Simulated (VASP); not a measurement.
Energy against volume of YN (rock salt). All values below come from r2SCAN meta-GGA, VASP's PBE PAW potentials (set 64) (plane waves; VASP). Settings: 520 eV cut-off, 9×9×9 Γ-centred mesh, Gaussian smearing of 0.050 eV, potentials Y_sv N.

```csv
V (Å³/atom),E (eV/atom)
14.233,-16.71310
14.673,-16.72087
15.113,-16.71456
15.554,-16.69621
```

Problem. Fit these four points and predict the energy of the run at 13.793 Å³/atom.

Solution. A cubic in V^(−2/3), the third-order Birch-Murnaghan form, passes through the four points with V0 = 14.68 Å³/atom and B0 = 170 GPa, and gives -16.6888 eV/atom there. The run gave -16.6889 eV/atom, -0.2 meV/atom from the fit; all five points give B0 = 170 GPa.

The compound is YN in the rock salt structure. It was relaxed first.
